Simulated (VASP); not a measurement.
# BaSbPt (P-6m2) in VASP: single point with LDA

Aim: the single point of BaSbPt with LDA.

Everything below comes from runs of VASP 6.6.1. Logs are shortened: lines on timing, memory, paths and dates and some standing lists are left out, and cuts for length are marked.

### 1 Starting point

It takes space group P-6m2 (No. 187, hexagonal). The conventional cell has a = 4.568 Å, b = 4.568 Å, c = 4.986 Å, α = 90.00°, β = 90.00°, γ = 120.00°. Ba (site symmetry -6m2) has 6 Sb at 3.63 Å and 6 Pt at 3.63 Å as nearest neighbours. Sb (site symmetry -6m2) is surrounded by 3 Pt at 2.64 Å. Pt (site symmetry -6m2) has 3 Sb at 2.64 Å as nearest neighbours.

The cell comes from a database or a generator and needn't be the stable form of this composition.

### 2 Single point, LDA

File INCAR:

```
SYSTEM = BaSbPt
PREC = Accurate
ENCUT = 520
EDIFF = 1E-6
ISMEAR = -1
SIGMA = 0.05
LREAL = .False.
LASPH = .True.
NELM = 100
ALGO = Normal
ISIF = 2
LWAVE = .False.
LCHARG = .True.
GGA = CA
LELF = .True.
LVHAR = .True.
NBANDS = 20
```

File KPOINTS:

```
regular mesh
0
Gamma
  8 8 7
  0 0 0
```

File POSCAR:

```
BaSbPt
1.0
    4.5679976171      0.0000000000      0.0000000000
   -2.2839988085      3.9560019808      0.0000000000
    0.0000000000      0.0000000000      4.9864066600
Ba Sb Pt
1 1 1
Direct
    0.0000000000      0.0000000000      0.0000000000
    0.6666666667      0.3333333333      0.5000000000
    0.3333333333      0.6666666667      0.5000000000
```

Potentials or basis: VASP PAW LDA potentials, release 64 (Ba_sv, Sb, Pt).

Command:

```sh
$ cat potpaw_LDA.64/Ba_sv/POTCAR potpaw_LDA.64/Sb/POTCAR potpaw_LDA.64/Pt/POTCAR > POTCAR
$ mpirun -np 1 vasp_std > vasp.out
```

OUTCAR:

```text
SYSTEM = BaSbPt
   PREC = Accurate
   ENCUT = 520
   EDIFF = 1E-6
   ISMEAR = -1
   LREAL = .False.
   LASPH = .True.
   NELM = 100
   ISIF = 2
   GGA = CA

 ion  position               nearest neighbor table
   1  0.000  0.000  0.000-   2 3.63   3 3.63   2 3.63   3 3.63   3 3.63   3 3.63   2 3.63   2 3.63
                             2 3.63   2 3.63   3 3.63   3 3.63
   2  0.667  0.333  0.500-   3 2.64   3 2.64   3 2.64   1 3.63   1 3.63   1 3.63   1 3.63   1 3.63
                             1 3.63
   3  0.333  0.667  0.500-   2 2.64   2 2.64   2 2.64   1 3.63   1 3.63   1 3.63   1 3.63   1 3.63
                             1 3.63

  LATTYP: Found a hexagonal cell.
 ALAT       =     4.5679976171
 C/A-ratio  =     1.0915957227

  Lattice vectors:

 A1 = (   4.5679976171,   0.0000000000,   0.0000000000)
 A2 = (  -2.2839988085,   3.9560019808,   0.0000000000)
 A3 = (   0.0000000000,   0.0000000000,   4.9864066600)

Analysis of symmetry for initial positions (statically):
=====================================================================
 Subroutine PRICEL returns:
 Original cell was already a primitive cell.

 Routine SETGRP: Setting up the symmetry group for a
 hexagonal supercell.

 Subroutine GETGRP returns: Found 12 space group operations
 (whereof 12 operations were pure point group operations)
 out of a pool of 24 trial point group operations.

The static configuration has the point symmetry D_3h.

Analysis of symmetry for dynamics (positions and initial velocities):
=====================================================================
 Subroutine PRICEL returns:
 Original cell was already a primitive cell.

 Routine SETGRP: Setting up the symmetry group for a
 hexagonal supercell.

 Subroutine GETGRP returns: Found 12 space group operations
 (whereof 12 operations were pure point group operations)
 out of a pool of 24 trial point group operations.

The dynamic configuration has the point symmetry D_3h.

 Subroutine INISYM returns: Found 12 space group operations
 (whereof 12 operations are pure point group operations),
 and found     1 'primitive' translations

----------------------------------------------------------------------------------------

                                     Primitive cell

  volume of cell :      90.1094

  direct lattice vectors                    reciprocal lattice vectors
     4.567997617  0.000000000  0.000000000     0.218914300  0.126390230  0.000000000
    -2.283998808  3.956001981  0.000000000     0.000000000  0.252780460  0.000000000
     0.000000000  0.000000000  4.986406660     0.000000000  0.000000000  0.200545216

  length of vectors
     4.567997617  4.567997617  4.986406660     0.252780460  0.252780460  0.200545216

  position of ions in fractional coordinates (direct lattice)
     0.000000000  0.000000000  0.000000000
     0.666666667  0.333333333  0.500000000
     0.333333333  0.666666667  0.500000000

  ion indices of the primitive-cell ions
   primitive index   ion index
                 1           1
                 2           2
                 3           3

----------------------------------------------------------------------------------------

 KPOINTS: regular mesh

Automatic generation of k-mesh.
 Grid dimensions read from file:
 generate k-points for:    8    8    7

 Generating k-lattice:

  Cartesian coordinates                     Fractional coordinates (reciprocal lattice)
     0.027364287  0.015798779  0.000000000     0.125000000  0.000000000  0.000000000
     0.000000000  0.031597557  0.000000000     0.000000000  0.125000000  0.000000000
     0.000000000  0.000000000  0.028649317     0.000000000  0.000000000  0.142857143

  Length of vectors
     0.031597557  0.031597557  0.028649317

  Shift w.r.t. Gamma in fractional coordinates (k-lattice)
     0.000000000  0.000000000  0.000000000

 Subroutine IBZKPT returns following result:
 ===========================================

 Found     40 irreducible k-points:

 Following reciprocal coordinates:
            Coordinates               Weight
  0.000000  0.000000  0.000000      1.000000
  0.125000  0.000000  0.000000      6.000000
  0.250000  0.000000  0.000000      6.000000
  0.375000  0.000000  0.000000      6.000000
  0.500000  0.000000  0.000000      3.000000
  0.125000  0.125000  0.000000      6.000000
[... 16 lines left out ...]
  0.250000  0.000000  0.285714     12.000000
  0.375000  0.000000  0.285714     12.000000
 [... further k-points ...]
   k-points           NKPTS =     40   k-points in BZ     NKDIM =     40   number of bands    NBANDS=     20
   number of dos      NEDOS =    301   number of ions     NIONS =      3
   total plane-waves  NPLWV =  51840
   dimension x,y,z NGX =    36 NGY =   36 NGZ =   40
   dimension x,y,z NGXF=    72 NGYF=   72 NGZF=   80
   ions per type =               1   1   1
   NGX,Y,Z   is equivalent  to a cutoff of  13.10, 13.10, 13.34 a.u.
   NGXF,Y,Z  is equivalent  to a cutoff of  26.20, 26.20, 26.67 a.u.
 SYSTEM =  BaSbPt
   PREC   = accura    normal or accurate (medium, high low for compatibility)
   ISTART =      0    job   : 0-new  1-cont  2-samecut
   ICHARG =      2    charge: 1-file 2-atom 10-const
   ISPIN  =      1    spin polarized calculation?
   LNONCOLLINEAR =      F non collinear calculations
   LSORBIT =      F    spin-orbit coupling
   LASPH  =      T    aspherical Exc in radial PAW
   ENCUT  =  520.0 eV  38.22 Ry    6.18 a.u.   8.49  8.49  9.27*2*pi/ulx,y,z
   NELM   =    100;   NELMIN=  2; NELMDL= -5     # of ELM steps
   EDIFF  = 0.1E-05   stopping-criterion for ELM
   LREAL  =      F    real-space projection
   EDIFFG = 0.1E-04   stopping-criterion for IOM
   NSW    =      0    number of steps for IOM
   IBRION =     -1    ionic relax: 0-MD 1-quasi-New 2-CG
   NFREE  =      0    steps in history (QN), initial steepest desc. (CG)
   ISIF   =      2    stress and relaxation
   ISYM   =      2    0-nonsym 1-usesym 2-fastsym
   POTIM  = 0.5000    time-step for ionic-motion
   TEBEG  =    0.0;   TEEND  =   0.0 temperature during run
   PSTRESS=    0.0 pullay stress
   NELECT =      25.0000    total number of electrons
   NUPDOWN=      -1.0000    fix difference up-down
   EMIN   =  10.00;   EMAX   =-10.00  energy-range for DOS
   EFERMI =   0.00;   METHOD = LEGACY
   ISMEAR =    -1;   SIGMA  =   0.05  broadening in eV -4-tet -1-fermi 0-gaus
   EFERMI_NEDOS =   21; number of points for ismear=-14 and -15
   IALGO  =     38    algorithm
   IMIX   =      4    mixing-type and parameters
     AMIX     =   0.40;   BMIX     =  1.00
     AMIX_MAG =   1.60;   BMIX_MAG =  1.00
  volume/ion in A,a.u.               =      30.04       202.70
  Fermi-wavevector in a.u.,A,eV,Ry     =   1.067738  2.017733 15.511526  1.140065
  Thomas-Fermi vector in A             =   2.203364
   LORBIT       =      0    0 simple, 1 ext, 2 COOP (PROOUT), +10 PAW based schemes
   GGA     = CA    functional components
   LHFCALC =     F    Hartree Fock is set to
   AEXX    =    0.0000 exact exchange contribution
   IVDW    =     0    specifies the selected vdW correction
   LEPSILON=     F    determine dielectric tensor
   LRPA    =     F    only Hartree local field effects (RPA)
 non-spin polarized calculation
  energy-cutoff  :      520.00
  volume of cell :       90.11
 maximum number of plane-waves:      2461
 NGX is ok and might be reduce to    36
   NGX = 17   NGY = 17   NGZ = 19

 number of electron      25.0000000 magnetization

 Free energy of the ion-electron system (eV)
  ---------------------------------------------------
  ext. energy  EPLUGINS =         0.00000000
  ---------------------------------------------------
  free energy    TOTEN  =       -17.30544204 eV

  energy without entropy =      -17.28952648  energy(sigma->0) =      -17.29748426

 E-fermi :   4.8354     XC(G=0):  -9.9174

 val. band max:        4.8253872975   @ k =   0.3750   0.1250   0.0000
 cond. band min:       4.8942535486   @ k =   0.1250   0.0000   0.1429
 fundamental gap:      0.0688662511
 Fermi energy:         4.8354085244

 k-point     1 :       0.0000    0.0000    0.0000
  band No.  band energies     occupation
      1     -22.6564      2.00000
      2      -7.9005      2.00000
      3      -7.8007      2.00000
      4      -7.8007      2.00000
      5      -5.2102      2.00000
      6       0.7411      2.00000
[... 12 lines left out ...]
     19       9.7579      0.00000
     20      10.1423      0.00000

 k-point     2 :       0.1250    0.0000    0.0000
  band No.  band energies     occupation
      1     -22.6529      2.00000
      2      -7.8911      2.00000
      3      -7.8781      2.00000
      4      -7.8127      2.00000
      5      -5.0569      2.00000
      6       0.6095      2.00000
[... 12 lines left out ...]
     19       9.3297      0.00000
     20      10.2598      0.00000

 k-point     3 :       0.2500    0.0000    0.0000
  band No.  band energies     occupation
      1     -22.6443      2.00000
      2      -8.0451      2.00000
      3      -7.8681      2.00000
      4      -7.8415      2.00000
      5      -4.6816      2.00000
      6       0.3310      2.00000
[... 12 lines left out ...]
     19       9.3957      0.00000
     20      10.9566      0.00000

 k-point     4 :       0.3750    0.0000    0.0000
  band No.  band energies     occupation
      1     -22.6357      2.00000
      2      -8.1918      2.00000
      3      -7.8698      2.00000
      4      -7.8445      2.00000
      5      -4.2808      2.00000
      6       0.1074      2.00000
[... 429 lines left out ...]
 k-point    23 :       0.2500    0.0000    0.2857
  band No.  band energies     occupation
      1     -22.6413      2.00000
      2      -8.0689      2.00000
      3      -7.9670      2.00000
      4      -7.8330      2.00000
      5      -4.5073      2.00000
      6       0.4820      2.00000
[... 12 lines left out ...]
     19      10.2362      0.00000
     20      10.8402      0.00000

 k-point    24 :       0.3750    0.0000    0.2857
  band No.  band energies     occupation
      1     -22.6331      2.00000
      2      -8.1341      2.00000
      3      -7.9556      2.00000
      4      -7.8615      2.00000
      5      -4.3140      2.00000
      6       0.3323      2.00000
[... 12 lines left out ...]
     19      10.5333      0.00000
     20      11.4707      0.00000

 [... further k-points ...]

------------------------ aborting loop because EDIFF is reached ----------------------------------------

  FORCE on cell =-STRESS in cart. coord.  units (eV):
  Direction    XX          YY          ZZ          XY          YZ          ZX
  --------------------------------------------------------------------------------------
  -------------------------------------------------------------------------------------
  Total       -2.1505777     -2.1505777     -1.7806122     -0.0000000      0.0000000      0.0000000
  in kB      -38.2380432    -38.2380432    -31.6599243     -0.0000000      0.0000000      0.0000000
  external PRESSURE =     -36.0453369 kB  Pullay stress =       0.0000000 kB

 VOLUME and BASIS-vectors are now :
 -----------------------------------------------------------------------------
  energy-cutoff  :      520.00
  volume of cell :       90.11
      direct lattice vectors                 reciprocal lattice vectors
     4.567997617  0.000000000  0.000000000     0.218914300  0.126390230  0.000000000
    -2.283998808  3.956001981  0.000000000     0.000000000  0.252780460  0.000000000
     0.000000000  0.000000000  4.986406660     0.000000000  0.000000000  0.200545216

 POSITION                                       TOTAL-FORCE (eV/Angst)
 -----------------------------------------------------------------------------------
      0.00000      0.00000      0.00000        -0.000000      0.000000      0.000000
      2.28400      1.31867      2.49320        -0.000000      0.000000      0.000000
     -0.00000      2.63733      2.49320         0.000000      0.000000      0.000000
 -----------------------------------------------------------------------------------
    total drift:                               -0.000000      0.000000     -0.000000

  FREE ENERGIE OF THE ION-ELECTRON SYSTEM (eV)
  ---------------------------------------------------
  free  energy   TOTEN  =       -17.3054420352 eV

  energy  without entropy=      -17.2895264830  energy(sigma->0) =      -17.29748426
```

It took 45 s on 1 thread of Intel Xeon Platinum 8375C at 2.90GHz (Ice Lake), shared host; peak memory 0.24 GiB.

What came out:

```yaml
Free_energy: -17.3054 eV
Pressure: -3.6 GPa
Band_gap_on_the_k_mesh: none (metal or under the smearing width)
```
